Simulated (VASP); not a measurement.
```yaml
crystal:
  lattice:
    - [0.00000, 3.31351, 3.31351]
    - [3.31351, 0.00000, 3.31351]
    - [3.31351, 3.31351, 0.00000]
  atoms:
    - { symbol: In, position: [0.00000, 0.00000, 0.00000] }
    - { symbol: Sb, position: [0.25000, 0.25000, 0.25000] }
```

Method: revPBE GGA, VASP's PBE PAW potentials (set 64) (plane waves; VASP). Numerical set-up: 520 eV cut-off, 10×10×10 Γ-centred mesh, first-order Methfessel-Paxton smearing of 0.10 eV, potentials In_d Sb.

Unless said otherwise, spin-orbit coupling is left out, though it shifts the bands of the heavy elements here.

Question: Estimate the energy per atom (σ→0), pressure, band gap (on the k-mesh) with the smallest direct gap where there is one.

Answer: 
| Quantity | Result |
|---|---|
| band gap (on the k-mesh) | none (metal, semimetal or under 0.01 eV) |
| energy per atom (σ→0) | -308.0 kJ/mol-atom |
| pressure | 10.7 kbar |

The compound is InSb in the zinc blende structure. This cell is one point of a volume scan, at 0.97 of the reference volume.
